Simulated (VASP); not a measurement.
Level of theory: optB86b-vdW, VASP's PBE PAW potentials (set 64) (plane waves; VASP).

Input for VASP

File KPOINTS:
```
Automatic mesh
0
Gamma
9 9 9
0 0 0
```

**INCAR**
```
AGGAC  =  0.0
ALGO  =  Normal
EDIFF  =  1E-7
ENCUT  =  520
GGA  =  MK
ISIF  =  2
ISMEAR  =  1
LASPH  =  .TRUE.
LCHARG  =  .FALSE.
LMAXMIX  =  4
LREAL  =  .FALSE.
LUSE_VDW  =  .TRUE.
LWAVE  =  .FALSE.
NELM  =  100
PARAM1  =  0.1234
PARAM2  =  1.0
PREC  =  Accurate
SIGMA  =  0.1
SYSTEM  =  Ni3Si
```

POSCAR:
```
Ni3Si
1.0
  3.4156605022   0.0000000000   0.0000000000
  0.0000000000   3.4156605022   0.0000000000
  0.0000000000   0.0000000000   3.4156605022
Si Ni
1 3
Cartesian
  0.0000000000   0.0000000000   0.0000000000
  0.0000000000   1.7078302511   1.7078302511
  1.7078302511   0.0000000000   1.7078302511
  1.7078302511   1.7078302511   0.0000000000
```

POTCAR, in this order: Si Ni (PBE.64 set). Program: vasp_std.

What VASP printed:

### OUTCAR
```
 ion  position               nearest neighbor table
   1  0.000  0.000  0.000-   2 2.42   3 2.42   4 2.42   2 2.42   3 2.42   2 2.42   4 2.42   2 2.42
                             3 2.42   4 2.42   3 2.42   4 2.42
   2  0.000  0.500  0.500-   1 2.42   3 2.42   4 2.42   1 2.42   4 2.42   1 2.42   3 2.42   1 2.42
                             3 2.42   4 2.42   4 2.42   3 2.42
   3  0.500  0.000  0.500-   1 2.42   2 2.42   4 2.42   1 2.42   4 2.42   2 2.42   4 2.42   4 2.42
                             1 2.42   2 2.42   1 2.42   2 2.42
   4  0.500  0.500  0.000-   1 2.42   2 2.42   3 2.42   2 2.42   3 2.42   1 2.42   3 2.42   3 2.42
                             1 2.42   2 2.42   2 2.42   1 2.42
  LATTYP: Found a simple cubic cell.
 ALAT       =     3.4156605022
 Subroutine PRICEL returns:
 Original cell was already a primitive cell.
 Subroutine GETGRP returns: Found 48 space group operations
The static configuration has the point symmetry O_h .
The dynamic configuration has the point symmetry O_h .
 Subroutine INISYM returns: Found 48 space group operations
 Subroutine IBZKPT returns following result:
 Found     35 irreducible k-points:

 Following reciprocal coordinates:
            Coordinates               Weight
  0.000000  0.000000  0.000000      1.000000
  0.111111  0.000000  0.000000      6.000000
  0.222222  0.000000  0.000000      6.000000
  0.333333  0.000000  0.000000      6.000000
  0.444444  0.000000  0.000000      6.000000
  0.111111  0.111111  0.000000     12.000000
  0.222222  0.111111  0.000000     24.000000
  0.333333  0.111111  0.000000     24.000000
  0.444444  0.111111  0.000000     24.000000
  0.222222  0.222222  0.000000     12.000000
  0.333333  0.222222  0.000000     24.000000
  0.444444  0.222222  0.000000     24.000000
  0.333333  0.333333  0.000000     12.000000
  0.444444  0.333333  0.000000     24.000000
  0.444444  0.444444  0.000000     12.000000
  0.111111  0.111111  0.111111      8.000000
  0.222222  0.111111  0.111111     24.000000
  0.333333  0.111111  0.111111     24.000000
...
```

File OSZICAR:
```
       N       E                     dE             d eps       ncg     rms          rms(c)
DAV:   1     0.216396059670E+03    0.21640E+03   -0.15777E+04  1478   0.221E+03
DAV:   2    -0.675201331926E+01   -0.22315E+03   -0.21534E+03  1470   0.383E+02
DAV:   3    -0.181267434733E+02   -0.11375E+02   -0.10962E+02  1605   0.116E+02
DAV:   4    -0.183761684910E+02   -0.24943E+00   -0.24871E+00  1693   0.152E+01
DAV:   5    -0.183851000083E+02   -0.89315E-02   -0.89295E-02  1784   0.281E+00    0.210E+01
DAV:   6    -0.176115558737E+02    0.77354E+00   -0.49508E+01  1684   0.118E+02    0.150E+01
DAV:   7    -0.148168655750E+02    0.27947E+01   -0.14270E+01  1623   0.643E+01    0.482E+00
DAV:   8    -0.147430920205E+02    0.73774E-01   -0.57468E-01  1614   0.680E+00    0.147E+00
DAV:   9    -0.147268460446E+02    0.16246E-01   -0.29664E-02  2030   0.250E+00    0.526E-01
DAV:  10    -0.147247858147E+02    0.20602E-02   -0.36810E-03  1961   0.481E-01    0.191E-01
DAV:  11    -0.147245618818E+02    0.22393E-03   -0.53491E-04  2264   0.284E-01    0.566E-02
DAV:  12    -0.147245473331E+02    0.14549E-04   -0.81036E-05  1647   0.112E-01    0.142E-02
DAV:  13    -0.147245468007E+02    0.53241E-06   -0.65462E-06  1771   0.189E-02    0.761E-03
DAV:  14    -0.147245463073E+02    0.49337E-06   -0.42687E-07  1506   0.765E-03    0.303E-03
DAV:  15    -0.147245462531E+02    0.54240E-07   -0.14746E-07   967   0.545E-03
   1 F= -.14724546E+02 E0= -.14724680E+02  d E =0.401676E-03
```

OUTCAR:
```
------------------------ aborting loop because EDIFF is reached ----------------------------------------
  FORCE on cell =-STRESS in cart. coord.  units (eV):
  Direction    XX          YY          ZZ          XY          YZ          ZX
  --------------------------------------------------------------------------------------
  Total        3.9465022      3.9465022      3.9465022      0.0000000      0.0000000     -0.0000000
  in kB      158.6714690    158.6714690    158.6714690      0.0000000      0.0000000     -0.0000000
  external PRESSURE =     158.6714690 kB  Pullay stress =       0.0000000 kB
  volume of cell :       39.85
      direct lattice vectors                 reciprocal lattice vectors
     3.415660502  0.000000000  0.000000000     0.292769144  0.000000000  0.000000000
     0.000000000  3.415660502  0.000000000     0.000000000  0.292769144  0.000000000
     0.000000000  0.000000000  3.415660502     0.000000000  0.000000000  0.292769144
 POSITION                                       TOTAL-FORCE (eV/Angst)
 -----------------------------------------------------------------------------------
      0.00000      0.00000      0.00000         0.000000      0.000000      0.000000
      0.00000      1.70783      1.70783         0.000000      0.000000      0.000000
      1.70783      0.00000      1.70783         0.000000      0.000000      0.000000
      1.70783      1.70783      0.00000         0.000000      0.000000      0.000000
 -----------------------------------------------------------------------------------
    total drift:                                0.000000      0.000000      0.000000
  FREE ENERGIE OF THE ION-ELECTRON SYSTEM (eV)
  ---------------------------------------------------
  free  energy   TOTEN  =       -14.7245462531 eV

  energy  without entropy=      -14.7249479295  energy(sigma->0) =      -14.72468015
```
(Selected blocks of OUTCAR.)

The compound is Ni3Si in the L1_2 structure. This cell is one point of a volume scan, at 0.94 of the reference volume. The run is not spin-polarised, so no magnetic state was tried.
